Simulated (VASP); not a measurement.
Consider the following.

```yaml
crystal:
  lattice:
    - [-2.52548, 4.70985, 2.56527]
    - [2.52548, -4.70985, 2.56527]
    - [2.52548, 4.70985, -2.56527]
  atoms:
    - { symbol: Be, position: [0.25000, 0.25000, 0.00000] }
    - { symbol: Be, position: [0.75000, 0.75000, 0.00000] }
    - { symbol: Cl, position: [0.61573, 0.28446, 0.90019] }
    - { symbol: Cl, position: [0.38427, 0.71554, 0.09981] }
    - { symbol: Cl, position: [0.88427, 0.78446, 0.66874] }
    - { symbol: Cl, position: [0.11573, 0.21554, 0.33126] }
```

The numbers are results of LDA (Ceperley-Alder, Perdew-Zunger), VASP's LDA PAW potentials (set 64) (plane waves; VASP), not measurements. Numerical set-up: 400 eV cut-off, Gaussian smearing of 0.050 eV, potentials Be Cl.

**Question.** What does the run give for the band gap (along the path) with the smallest direct gap where there is one?

**Answer.** 
| Quantity | Result |
|---|---|
| band gap (along the path) | 6.02 eV |
| smallest direct gap (along the path) | 6.21 eV |

Total energies compare only between runs with the same potentials, cut-off and functional.

The structure comes from a computed database's BeCl2 entry (Ibam), a phase known from measurement. It was relaxed first, which changed the volume by -13 %.
